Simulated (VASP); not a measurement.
All values below come from RPA correlation on PBE orbitals, VASP's PBE PAW potentials (set 64) (plane waves; VASP 6.6.1).

A VASP calculation is set up with these files.

INCAR:
```
SYSTEM = C
PREC = Normal
ENCUT = 500
ALGO = ACFDT
LREAL = .FALSE.
LASPH = .TRUE.
ISMEAR = 0
SIGMA = 0.01
GGA = PE
LWAVE = .FALSE.
LCHARG = .FALSE.
NBANDS = 291
NOMEGA = 12
ENCUTGW = 300
```

### POSCAR
```
C
3.5187920
  0.0000000000   0.5000000000   0.5000000000
  0.5000000000   0.0000000000   0.5000000000
  0.5000000000   0.5000000000   0.0000000000
C
2
Cartesian
  0.0000000000   0.0000000000   0.0000000000
  0.2500000000   0.2500000000   0.2500000000
```

KPOINTS:
```
kpoints
0
gamma
  6 6 6
```

POTCAR, in this order: C_GW_new (PBE.64 set). Program: vasp_std. Read from the step before: WAVECAR, WAVEDER.

What VASP printed:

**OSZICAR**
```
energies w=
    0.000    0.929    0.000    2.983    0.000    5.683    0.000    9.664
    0.000   15.922    0.000   26.124    0.000   43.165    0.000   72.226
    0.000  123.033    0.000  215.707    0.000  403.041    0.000  930.841
NQ=   1    0.0000    0.0000    0.0000,
 performed       2882000 updates of chi_q(r,r)
NQ=   2    0.1667    0.0000    0.0000,
 performed       5764000 updates of chi_q(r,r)
NQ=   3    0.3333    0.0000    0.0000,
 performed       8646000 updates of chi_q(r,r)
NQ=   4    0.5000    0.0000    0.0000,
 performed      11528000 updates of chi_q(r,r)
NQ=   5    0.1667    0.1667    0.0000,
 performed      14410000 updates of chi_q(r,r)
NQ=   6    0.3333    0.1667    0.0000,
 performed      17292000 updates of chi_q(r,r)
NQ=   7    0.5000    0.1667    0.0000,
 performed      20174000 updates of chi_q(r,r)
NQ=   8   -0.3333    0.1667    0.0000,
 performed      23056000 updates of chi_q(r,r)
NQ=   9   -0.1667    0.1667    0.0000,
 performed      25938000 updates of chi_q(r,r)
NQ=  10    0.3333    0.3333    0.0000,
 performed      28820000 updates of chi_q(r,r)
NQ=  11    0.5000    0.3333    0.0000,
 performed      31702000 updates of chi_q(r,r)
NQ=  12   -0.3333    0.3333    0.0000,
 performed      34584000 updates of chi_q(r,r)
NQ=  13    0.5000    0.5000    0.0000,
 performed      37466000 updates of chi_q(r,r)
NQ=  14    0.5000    0.3333    0.1667,
 performed      40348000 updates of chi_q(r,r)
NQ=  15   -0.3333    0.3333    0.1667,
 performed      43230000 updates of chi_q(r,r)
NQ=  16   -0.3333    0.5000    0.1667,
 performed      46112000 updates of chi_q(r,r)
```

File OUTCAR:
```


      cutoff energy     smooth cutoff   RPA   correlation   Hartree contr. to MP2
---------------------------------------------------------------------------------
            300.000           240.000      -13.4583611413      -20.5213151643
            285.714           228.571      -13.4069058955      -20.4658095842
            272.109           217.687      -13.3511209136      -20.4051140077
            259.151           207.321      -13.2900442562      -20.3381767490
            246.811           197.449      -13.2244805827      -20.2659464979
            235.058           188.046      -13.1530682706      -20.1869724656
            223.865           179.092      -13.0764374698      -20.1018803613
            213.204           170.564      -12.9939272120      -20.0098832789
  linear regression
  converged value                          -14.1548105219      -21.2899539121
```
(Selected blocks of OUTCAR.)

The mesh is coarse, so the correlation energy is not converged in k-points.

The compound is C in the diamond structure. This cell is one point of a volume scan, at 0.96 of the reference volume. The k-mesh is coarse (spacing up to 0.52 per Å, 2π included), so the numbers may not be converged in it.
